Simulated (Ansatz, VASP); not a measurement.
## AlPt3N in two plane-wave programs

Wanted: the spread between two codes on one cell, functional and k mesh. The cell is generated by rule, not measured, and may not be a known phase. The cell is taken from a series of runs on this material, whose earlier steps may have relaxed, scaled, displaced or heated it; both programs get it as it stands.

Method: plane waves, with VASP 6.6.1 beside it; relaxation of cell and atoms at LDA and zone-centre phonons at LDA, in Ansatz 0.2.0.

The structure was built from a prototype and need not be the compound's stable phase.

**1. The structure**

Symmetry: Pm-3m, No. 221, cubic system. Conventional cell: a = 4.107 Å, b = 4.107 Å, c = 4.107 Å, α = 90.00°, β = 90.00°, γ = 90.00°. Nearest to Al lie 12 Pt at 2.90 Å. Pt has 2 N at 2.05 Å nearest. Nearest to N lie 6 Pt at 2.05 Å. Farther neighbours and most contacts between anions are not listed.

As a file:

```
Al Pt N
1.0
     4.10684    0.00000    0.00000
     0.00000    4.10684    0.00000
     0.00000    0.00000    4.10684
Al Pt N
1 3 1
Direct
  0.00000 0.00000 0.00000
  0.50000 0.50000 0.00000
  0.50000 0.00000 0.50000
  0.00000 0.50000 0.50000
  0.50000 0.50000 0.50000
```

**2. VASP: relaxation of cell and atoms, LDA, pair 1**

The relaxed volume is the usual yardstick between codes: in a stiff, nearly cubic crystal its relative difference is about their pressure difference at one cell divided by the bulk modulus.

Lines of VASP's logs that name or quote its potential files are left out, and so is its time.

The input, INCAR:

```
SYSTEM = AlPt3N
PREC = Accurate
ENCUT = 600
EDIFF = 1E-07
NELM = 120
ISMEAR = 0
SIGMA = 0.1
LREAL = .FALSE.
ALGO = Normal
GGA = CA
NBANDS = 25
LASPH = .TRUE.
LORBIT = 11
LWAVE = .FALSE.
LCHARG = .FALSE.
ISIF = 3
IBRION = 2
NSW = 80
EDIFFG = -0.005
GGA_COMPAT = .FALSE.
NELMIN = 4
KPAR = 2
```

The input, POSCAR:

```
AlPt3N
1.0
    4.1068450000      0.0000000000      0.0000000000
    0.0000000000      4.1068450000      0.0000000000
    0.0000000000      0.0000000000      4.1068450000
Al Pt N
1 3 1
Direct
    0.0000000000      0.0000000000      0.0000000000
    0.5000001217      0.5000001217      0.0000000000
    0.5000001217      0.0000000000      0.5000001217
    0.0000000000      0.5000001217      0.5000001217
    0.5000001217      0.5000001217      0.5000001217
```

The input, KPOINTS:

```
Automatic mesh
0
Gamma
8 8 8
0 0 0
```

The projector-augmented-wave data sets are Al, Pt and N (LDA family, release 64).

On the command line:

```sh
$ mpirun -np 2 vasp_std
```

Numbers of over 12 decimals in the logs are rounded to 6 here.

The log of the run:

```text
[banner, memory and clock lines left out]
running    2 mpi-ranks, on    1 nodes
 distrk:  each k-point on    1 cores,    2 groups
 distr:  one band on    1 cores,    1 groups

 POSCAR found type information on POSCAR AlPtN
 POSCAR found :  3 types and       5 ions
 LDA part: xc-table for (Slater(with rela. corr.)+CA(PZ))
 , standard interpolation
 POSCAR, INCAR and KPOINTS ok, starting setup
 FFT: planning ... GRIDC
 FFT: planning ... GRID_SOFT
 FFT: planning ... GRID
 WAVECAR not read
 entering main loop
       N       E                     dE             d eps       ncg     rms          rms(c)
DAV:   1     0.234857021056E+03    0.23486E+03   -0.20492E+04  1750   0.159E+03
DAV:   2    -0.244646004079E+02   -0.25932E+03   -0.24952E+03  2040   0.318E+02
DAV:   3    -0.363961593232E+02   -0.11932E+02   -0.11694E+02  2044   0.650E+01
DAV:   4    -0.365458777343E+02   -0.14972E+00   -0.14940E+00  2064   0.787E+00
DAV:   5    -0.365475965965E+02   -0.17189E-02   -0.17181E-02  2098   0.814E-01    0.326E+01
DAV:   6    -0.346573326057E+02    0.18903E+01   -0.10321E+01  2048   0.227E+01    0.172E+01
DAV:   7    -0.343975234766E+02    0.25981E+00   -0.13601E+00  2054   0.822E+00    0.104E+01
DAV:   8    -0.343363836374E+02    0.61140E-01   -0.15916E-01  1931   0.262E+00    0.497E-01
DAV:   9    -0.343317072333E+02    0.46764E-02   -0.25208E-02  1934   0.975E-01    0.252E-01
DAV:  10    -0.343314582923E+02    0.24894E-03   -0.17634E-03  1967   0.287E-01    0.139E-01
DAV:  11    -0.343314021851E+02    0.56107E-04   -0.16550E-04  2207   0.787E-02    0.307E-02
DAV:  12    -0.343314025217E+02   -0.33659E-06   -0.19318E-05  1931   0.254E-02    0.129E-02
DAV:  13    -0.343314020810E+02    0.44074E-06   -0.45477E-06  1973   0.120E-02    0.648E-03
DAV:  14    -0.343314019340E+02    0.14694E-06   -0.49158E-07  2045   0.437E-03    0.392E-03
DAV:  15    -0.343314018770E+02    0.56990E-07   -0.15942E-07  1503   0.219E-03
   1 F= -.34331402E+02 E0= -.34324172E+02  d E =-.343314E+02
 curvature:   0.00 expect dE= 0.000E+00 dE for cont linesearch  0.000E+00
 trial: gam= 0.00000 g(F)=  0.000E+00 g(S)=  0.524E-02 ort = 0.000E+00 (trialstep = 0.100E+01)
 search vector abs. value=  0.524E-02
 bond charge predicted
       N       E                     dE             d eps       ncg     rms          rms(c)
DAV:   1    -0.343830665047E+02   -0.51665E-01   -0.99425E-01  1856   0.777E+00    0.162E+00
DAV:   2    -0.343313235137E+02    0.51743E-01   -0.21211E-01  1894   0.319E+00    0.811E-01
DAV:   3    -0.343294100848E+02    0.19134E-02   -0.51090E-03  1837   0.418E-01    0.475E-01
DAV:   4    -0.343289448817E+02    0.46520E-03   -0.20435E-03  1989   0.250E-01    0.807E-02
DAV:   5    -0.343289485296E+02   -0.36479E-05   -0.67846E-05  2056   0.458E-02    0.430E-02
DAV:   6    -0.343289504910E+02   -0.19615E-05   -0.13723E-05  1893   0.233E-02    0.423E-03
DAV:   7    -0.343289504307E+02    0.60324E-07   -0.81283E-07  1994   0.639E-03
   2 F= -.34328950E+02 E0= -.34321792E+02  d E =0.245145E-02
 trial-energy change:    0.002451  1 .order    0.002401   -0.005244    0.010046
 step:   0.3385(harm=  0.3430)  dis= 0.00000  next Energy=   -34.332288 (dE=-0.886E-03)
 bond charge predicted
       N       E                     dE             d eps       ncg     rms          rms(c)
DAV:   1    -0.343562792797E+02   -0.27329E-01   -0.43847E-01  1862   0.514E+00    0.111E+00
DAV:   2    -0.343335318574E+02    0.22747E-01   -0.10215E-01  1885   0.215E+00    0.519E-01
DAV:   3    -0.343325128333E+02    0.10190E-02   -0.26020E-03  1822   0.311E-01    0.302E-01
DAV:   4    -0.343322864404E+02    0.22639E-03   -0.98606E-04  1998   0.169E-01    0.516E-02
DAV:   5    -0.343322864950E+02   -0.54588E-07   -0.35623E-05  2034   0.332E-02    0.299E-02
DAV:   6    -0.343322880641E+02   -0.15691E-05   -0.70628E-06  1937   0.157E-02    0.331E-03
DAV:   7    -0.343322878843E+02    0.17986E-06   -0.83097E-07  1991   0.600E-03    0.130E-03
DAV:   8    -0.343322879031E+02   -0.18807E-07   -0.28794E-08   902   0.105E-03
   3 F= -.34332288E+02 E0= -.34325084E+02  d E =-.886026E-03
 curvature:  -0.17 expect dE=-0.759E-08 dE for cont linesearch -0.759E-08
 trial: gam= 0.00000 g(F)=  0.121E-47 g(S)=  0.443E-07 ort =-0.152E-04 (trialstep = 0.868E+00)
 search vector abs. value=  0.444E-07
 reached required accuracy - stopping structural energy minimisation
```

Parts of OUTCAR (step 2):

```text
ion  position               nearest neighbor table
   1  0.000  0.000  0.000-   2 2.90   3 2.90   4 2.90   4 2.90   3 2.90   4 2.90   2 2.90   3 2.90
                             2 2.90   3 2.90   4 2.90   2 2.90
   2  0.500  0.500  0.000-   5 2.05   5 2.05   3 2.90   4 2.90   1 2.90   4 2.90   3 2.90   1 2.90
                             3 2.90   1 2.90   4 2.90   3 2.90   4 2.90   1 2.90
   3  0.500  0.000  0.500-   5 2.05   5 2.05   2 2.90   4 2.90   1 2.90   4 2.90   2 2.90   1 2.90
                             2 2.90   1 2.90   4 2.90   2 2.90   4 2.90   1 2.90
   4  0.000  0.500  0.500-   5 2.05   5 2.05   2 2.90   3 2.90   1 2.90   3 2.90   2 2.90   1 2.90
                             2 2.90   1 2.90   3 2.90   2 2.90   3 2.90   1 2.90
   5  0.500  0.500  0.500-   2 2.05   3 2.05   4 2.05   2 2.05   3 2.05   4 2.05

  LATTYP: Found a simple cubic cell.
 ALAT       =     4.1068450000

 Subroutine GETGRP returns: Found 48 space group operations
 (whereof 48 operations were pure point group operations)

The static configuration has the point symmetry O_h .

 Found     35 irreducible k-points:

   k-points           NKPTS =     35   k-points in BZ     NKDIM =     35   number of bands    NBANDS=     25

   dimension x,y,z NGX =    36 NGY =   36 NGZ =   36
   dimension x,y,z NGXF=    72 NGYF=   72 NGZF=   72

   ENCUT  =  600.0 eV  44.10 Ry    6.64 a.u.   8.20  8.20  8.20*2*pi/ulx,y,z

   NELECT =      38.0000    total number of electrons

 k-points in reciprocal lattice and weights: Automatic mesh
   0.00000000  0.00000000  0.00000000       0.002
   0.12500000  0.00000000  0.00000000       0.012
   0.25000000  0.00000000  0.00000000       0.012
   0.37500000  0.00000000  0.00000000       0.012
   0.50000000  0.00000000  0.00000000       0.006
   0.12500000  0.12500000  0.00000000       0.023
   0.25000000  0.12500000  0.00000000       0.047
   0.37500000  0.12500000  0.00000000       0.047
   0.50000000  0.12500000  0.00000000       0.023
[...]
0.50000000  0.50000000  0.37500000       0.012
   0.50000000  0.50000000  0.50000000       0.002

 average (electrostatic) potential at core
       1 -69.5600       2 -64.1297       3 -64.1297       4 -64.1297       5 -60.4704

 E-fermi :  10.3613

 k-point     1 :       0.0000    0.0000    0.0000
  band No.  band energies     occupation
    ...
     15       7.5754      2.00000
     16       9.5801      2.00000
     17       9.6077      2.00000
     18       9.6077      2.00000
     19       9.6077      2.00000
     20      11.0161      0.00000
     21      11.0161      0.00000
     22      11.0161      0.00000
     23      12.0716      0.00000
     24      14.7032      0.00000
    ...

 k-point     2 :       0.1250    0.0000    0.0000
  band No.  band energies     occupation
    ...
     15       7.7638      2.00000
     16       9.4350      2.00000
     17       9.5032      2.00000
     18       9.5032      2.00000
     19       9.6081      2.00000
     20      10.7128      0.00000
     21      11.3707      0.00000
     22      11.3707      0.00000
     23      12.1951      0.00000
     24      14.6961      0.00000
    ...

 k-point     3 :       0.2500    0.0000    0.0000
  band No.  band energies     occupation
    ...
     15       7.5880      2.00000
     16       9.0182      2.00000
     17       9.2994      2.00000
     18       9.2994      2.00000
     19       9.6089      2.00000
     20      10.7686      0.00000
     21      12.1401      0.00000
     22      12.2444      0.00000
     23      12.2444      0.00000
     24      14.6871      0.00000
    ...

  Total       -0.0012367     -0.0012367     -0.0012367     -0.0000000     -0.0000000      0.0000000
  in kB       -0.0284869     -0.0284869     -0.0284869     -0.0000000     -0.0000000      0.0000000
  external PRESSURE =      -0.0284869 kB  Pullay stress =       0.0000000 kB

  energy-cutoff  :      600.00
  volume of cell :       69.56
      direct lattice vectors                 reciprocal lattice vectors
     4.112554855  0.000000000  0.000000000     0.243157851 -0.000000000  0.000000000
     0.000000000  4.112554855  0.000000000    -0.000000000  0.243157851  0.000000000
    -0.000000000 -0.000000000  4.112554855    -0.000000000  0.000000000  0.243157851

 POSITION                                       TOTAL-FORCE (eV/Angst)
 -----------------------------------------------------------------------------------
      0.00000      0.00000      0.00000        -0.000000     -0.000000      0.000000
      2.05628      2.05628      0.00000        -0.000000     -0.000000      0.000000
      2.05628     -0.00000      2.05628         0.000000      0.000000      0.000000
     -0.00000      2.05628      2.05628         0.000000      0.000000      0.000000
      2.05628      2.05628      2.05628         0.000000      0.000000      0.000000
 -----------------------------------------------------------------------------------
    total drift:                               -0.000722     -0.000722     -0.000722

  FREE ENERGIE OF THE ION-ELECTRON SYSTEM (eV)
  ---------------------------------------------------
  free  energy   TOTEN  =       -34.3322879031 eV

  energy  without entropy=      -34.3178804717  energy(sigma->0) =      -34.32508419

 reached required accuracy - stopping structural energy minimisation

 total charge
# of ion       s       p       d       tot
------------------------------------------
    1        0.365   0.283   0.000   0.649
    2        0.598   0.588   8.259   9.445
    3        0.598   0.588   8.259   9.445
    4        0.598   0.588   8.259   9.445
    5        1.188   2.483   0.000   3.671
--------------------------------------------------
tot          3.347   4.531  24.778  32.655

[... 3 further parts left out ...]
```

CONTCAR:

```
AlPt3N
   1.00000000000000
     4.1125548550608571    0.0000000000000000    0.0000000000000000
     0.0000000000000000    4.1125548550608571    0.0000000000000000
    -0.0000000000000000   -0.0000000000000000    4.1125548550608571
  Al              Pt              N
     1     3     1
Direct
     0.0000000000000000    0.0000000000000000    0.0000000000000000
     0.5000001216999976    0.5000001216999976    0.0000000000000000
     0.5000001216999976    0.0000000000000000    0.5000001216999976
     0.0000000000000000    0.5000001216999976    0.5000001216999976
     0.5000001216999976    0.5000001216999976    0.5000001216999976
```

The run keeps the 48 symmetry operations of its start, so it cannot find a distortion of lower symmetry.

**3. Ansatz: relaxation of cell and atoms, LDA, pair 1**

Ansatz runs on its default PAW (the set named soft_2) files.

The same cell, functional (in two slightly different forms), mesh and smearing now go to Ansatz, which takes its cutoff from its data sets.

The input, input.yaml:

```yaml
crystal:
  lattice:
    - [4.1068454248, 0.0, 0.0]
    - [0.0, 4.1068454248, 0.0]
    - [0.0, 0.0, 4.1068454248]
  atoms:
    - { symbol: Al, position: [0.0, 0.0, 0.0] }
    - { symbol: Pt, position: [0.5, 0.5, 0.0] }
    - { symbol: Pt, position: [0.5, 0.0, 0.5] }
    - { symbol: Pt, position: [0.0, 0.5, 0.5] }
    - { symbol: "N", position: [0.5, 0.5, 0.5] }
kpoints:
  mp_grid: { grid: [8, 8, 8] }
hamiltonian:
  xc: lda
scf:
  occupations: { method: gaussian, width: 0.1 }
output:
  forces: true
  stress: true
  eigenvalues: true
  write_density: true
  write_potential: true
  elf: true
  volumetric_format: npy
relax:
  adjacent_minimum: "off"
  f_tol: 0.005
  max_steps: 80
  cell: { stress_tol: 0.05 }
```

On the command line:

```sh
$ ansatz run input.yaml --threads 8 --pin off --max-ram 14336MiB --backend cpu --events-out ev --progress --plain --runs-dir out
```

The log of the run:

```text
Engine: ansatz 0.2.0, x86_64-unknown-linux-gnu
Pseudopotentials: kind: paw
Pseudopotential: Al, paw, valence charge 3, recommended cutoff 420 eV (normal), Al.paw.azcp
Pseudopotential: Pt, paw, valence charge 18, recommended cutoff 420 eV (normal), Pt.paw.azcp
Pseudopotential: N, paw, valence charge 5, recommended cutoff 420 eV (normal), N.paw.azcp
Functional definition: SPW92
  exchange = slater_x
  correlation = pw_c
Crystal: 5 atoms, lattice volume = 69.267 Å³
Basis set: ecut = 420 eV, 1357 PW (Γ)
Bands: 38, of which v1, the nominal top of the filled ones, is band 31 counted from 1 (30 counted from 0)
Symmetry: 48 space group operations
Space group: Pm-3m (ITA 221), of the structure as read, at distance tolerance 4.1e-5 Å
k-points: 35 of 512
Non-local potential: Al, projectors of the file, l = 0: 2, l = 1: 2, l = 2: 1
Non-local potential: Pt, projectors of the file, l = 0: 3, l = 1: 2, l = 2: 2, l = 3: 1
Non-local potential: N, projectors of the file, l = 0: 2, l = 1: 2, l = 2: 1
PAW form: soft (Blöchl's): semilocal exchange-correlation on the pseudo side does not see the compensation charge
PAW frozen core: Al, regenerated for the run's functional, and the local potential with it (the file was generated under x = pbe(κ = 0.804, μ = 0.219515), c = pbe(β = 0.066725))
PAW frozen core: Pt, regenerated for the run's functional, and the local potential with it (the file was generated under x = pbe(κ = 0.804, μ = 0.219515), c = pbe(β = 0.066725))
PAW frozen core: N, regenerated for the run's functional, and the local potential with it (the file was generated under x = pbe(κ = 0.804, μ = 0.219515), c = pbe(β = 0.066725))
PAW one-centre angular grid: Al, 110 points (default); XC on 64 Gauss nodes
PAW one-centre angular grid: Pt, 590 points (default); XC on 64 Gauss nodes
PAW one-centre angular grid: N, 110 points (default); XC on 64 Gauss nodes
Initial density: superposition of atomic densities (neutral atoms: chi_scale 0, normalization atom), corrected by the library's trained network
Initial wavefunctions: pseudopotential atomic-orbital guess
Functional: x = slater, c = lda
SCF iter   1: F=—  HF=-37620.200247 eV  |F-HF|=—  |Δ(HF+E_count)|=         —  Δρ=6.66e-3  dr2=4.27e-2  ethr=1.77e-3  ⟨swp⟩=5.5  Hψ=4998  notcnv=0  defer=4
preconditioner: auto → Kerker (q_TF=auto, 2.678 Å⁻¹)  [metal: Δε(μ)=0.014 eV  Ē_g=8.603 eV  σ=0.100 eV  W_gap=0.08  n_scr=26 (ndim 8)  ℏωp=27.5 eV  f_vac=0.000  D(μ)=2.68/eV (n_scr^D=18)]
SCF iter   2: F=—  HF=-37620.195025 eV  |F-HF|=—  |Δ(HF+E_count)|=   5.22e-3  Δρ=3.82e-3  dr2=1.64e-2  ethr=6.89e-5  ⟨swp⟩=1.0  Hψ=1610  notcnv=0  defer=4
SCF iter   3: F=—  HF=-37620.190870 eV  |F-HF|=—  |Δ(HF+E_count)|=   4.15e-3  Δρ=7.91e-4  dr2=1.04e-3  ethr=2.65e-5  ⟨swp⟩=2.0  Hψ=1581  notcnv=0  defer=4
SCF iter   4: F=—  HF=-37620.190474 eV  |F-HF|=—  |Δ(HF+E_count)|=   3.96e-4  Δρ=1.99e-4  dr2=3.17e-5  ethr=1.68e-6  ⟨swp⟩=2.0  Hψ=1702  notcnv=0  defer=4
SCF iter   5: F=—  HF=-37620.190450 eV  |F-HF|=—  |Δ(HF+E_count)|=   2.37e-5  Δρ=4.37e-5  dr2=1.32e-6  ethr=5.11e-8  ⟨swp⟩=2.0  Hψ=1709  notcnv=0  defer=4
SCF iter   6: F=-37620.190450 eV  HF=-37620.190450 eV  |F-HF|=1.90e-8  |Δ(HF+E_count)|=   3.64e-7  Δρ=1.01e-5  dr2=4.76e-8  ethr=1.61e-10  ⟨swp⟩=11.8  Hψ=8786  notcnv=0
SCF 1 converged in 6 iterations: F = -37620.190450 eV  dr2 = 4.76e-8
  greatest PAW one-centre occupation: 1.000 electrons in one spin orbital (limit 2), on the Pt atom at site 2 (counted from 0), in its partial waves of l = 0
relax step   1: F+E_penalty+E_count = -37620.19045001 eV  Δ(F+E_penalty+E_count) = +0.000e0 eV  max|allowed force component| = 2.204e-28 eV/Å  Δτ_max = 0.0000 Å  P = +0.087 GPa  Ω = 69.267 Å³  (6 SCF iters, dr2 threshold 1.00e-7 eV, accepted)
[...]
relax step   2: F+E_penalty+E_count = -37620.19040101 eV  Δ(F+E_penalty+E_count) = +4.900e-5 eV  max|allowed force component| = 1.429e-29 eV/Å  Δτ_max = 0.0000 Å  P = -0.044 GPa  Ω = 69.305 Å³  energy of the carried Pulay correction = -5.405e-5 eV  (6 SCF iters, accepted)
[...]
relax step   3: F+E_penalty+E_count = -37620.19040101 eV  Δ(F+E_penalty+E_count) = +0.000e0 eV  max|allowed force component| = 2.418e-29 eV/Å  Δτ_max = 0.0000 Å  P = -0.043 GPa  Ω = 69.305 Å³  stress off target by 4.32e-2 GPa  SCF on the basis re-selected at this cell (its energy is not comparable with the rows above)  (7 SCF iters)
basis re-selected at this cell: Δ(F+E_penalty+E_count) = +0.000e0 eV, ΔP = +0.001 GPa vs the last step (what re-selecting the basis moved, of the pressure what is left beyond the Pulay correction that the steps carried, after the strain that the cell walked since its last selection, with what the two solves' SCF thresholds leave and, on support functions, any second-order correction that the steps lacked; it is no me [...]
SCF converged after 7 iterations
Free energy (F): -37620.190401 eV
Harris-Foulkes:  -37620.190401 eV  (|F-HF|=7.28e-12)
Internal energy: -37620.175789 eV  (E = F + TS)
E sigma→0 (E₀):  -37620.183095 eV
Entropy (-TS):   -0.014612 eV (-2.922 meV/atom)
Fermi energy:    18.476639 eV
--- Per-component energies (eV) ---
  E_band       = -598.406951
  E_kinetic    = 2077.101147
  E_local      = -6472.228043  (includes V_loc(G=0)·N_el)
  E_nonlocal   = 681.393175
  E_hartree    = 2519.660885
  E_xc         = -880.072962
  E_vxc        = -1013.837731  (∫ρ·V_xc dr)
  E_paw        = -28095.796674  (= ΣΔE_a)
  E_vpaw       = -910.157952  (= ΣTr[D̂ρ^β])
  E_aug_tail   = 0.000687  (compensation charges beyond the density's cutoff)
  E_ewald      = -7451.761374
  E_core_change = 1.527369  (= ΣΔE_core)
  E_smearing   = -0.014612  (= −TS)
  E_closure    = 0.000000  (closes the sum)
  Σ components = -37620.190401   (vs F -37620.190401, Δ=0.00e0)
--- Forces (eV/Å), atoms counted from 1 ---
  atom   1  Al     0.00000000     0.00000000    -0.00000000
  atom   2  Pt     0.00000000     0.00000000    -0.00000000
  atom   3  Pt     0.00000000    -0.00000000    -0.00000000
  atom   4  Pt     0.00000000    -0.00000000     0.00000000
  atom   5  N     -0.00000000     0.00000000     0.00000000
  max |Σ_I F_I| component: 1.58e-29 eV/Å
--- Stress (GPa, compression-positive) ---
       -0.043221       0.000000       0.000000
        0.000000      -0.043221       0.000000
        0.000000       0.000000      -0.043221
  P = ⅓ Tr σ = -0.0432 GPa (-0.432 kbar)
--- Band table (eV; the first three rows and the last of 35) ---
  k-point 0: bands = [... 27 lower, 17.6824, 17.7310, 17.7310, 17.7310, 19.1281, 19.1281, 19.1281, 20.2285, ... 3 higher]
  k-point 1: bands = [... 27 lower, 17.5366, 17.6256, 17.6256, 17.7314, 18.8306, 19.4832, 19.4832, 20.3481, ... 3 higher]
  k-point 2: bands = [... 27 lower, 17.1175, 17.4206, 17.4206, 17.7323, 18.8968, 20.2850, 20.3581, 20.3581, ... 3 higher]
  k-point 34: bands = [... 27 lower, 16.1353, 17.4977, 17.4977, 17.4977, 19.3438, 19.3438, 19.3438, 20.0107, ... 3 higher]
--- Relaxed structure (2 steps of the walk, 2 accepted, 1 SCFs on fresh bases) ---
  F+E_penalty+E_count = -37620.19040101 eV   max|allowed force component| = 2.418e-29 eV/Å   (the final SCF, on the basis selected at the relaxed cell)
  cell:  # Å, volume = 69.3053 Å³
    - [4.107607, 0.0, 0]
    - [0.0, 4.107607, 0.0]
    - [0, 0.0, 4.107607]
  atoms:
    - { symbol: Al, position: [0, 0, 0] }
    - { symbol: Pt, position: [0.5, 0.5, 0] }
    - { symbol: Pt, position: [0.5, 0, 0.5] }
    - { symbol: Pt, position: [0, 0.5, 0.5] }
    - { symbol: N, position: [0.5, 0.5, 0.5] }
```

(Continued in part 2 of 2.)

[Lines on the potential files, build, host, timing and source positions are cut from VASP's logs without a mark.]

[Logs are printed without paths, hosts, clocks, repeated set-up lines and the standing remarks that a program may print on its own settings, such as how far it seeks lower states.]

[Hosts, paths, dates, database ids (printed as entryN), source tags and the programs' standing remarks are cut or masked in the printed files.]
